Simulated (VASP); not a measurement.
Input:

```
AgI
1.0
    0.00000     3.03704     3.03704
    3.03704     0.00000     3.03704
    3.03704     3.03704     0.00000
Ag I
1 1
Cartesian
  0.00000   0.00000   0.00000
  1.51852   1.51852   1.51852
```

These are PBEsol GGA, VASP's PBE PAW potentials (set 64) (plane waves; VASP 6.6.1) values and carry that method's errors. Run with 500 eV cut-off, 8×8×8 Γ-centred mesh, Gaussian smearing of 0.050 eV, potentials Ag I.

Unless said otherwise, spin-orbit coupling is left out, though it shifts the bands of the heavy elements here.

**Question.** What does the run give for the energy per atom (σ→0), pressure, band gap (on the k-mesh) with the smallest direct gap where there is one?

**Answer.** 
The band gap (on the k-mesh) is 1.21 eV. The smallest direct gap (on the k-mesh) comes out as 1.21 eV and the energy per atom (σ→0) is -249.5 kJ/mol of atoms. The pressure comes out as 99.6 kbar.

Only differences to runs with the same potentials and settings are physical.

The compound is AgI in the zinc blende structure, whereas wurtzite is the usual form. It was relaxed first under an external pressure of 10 GPa.
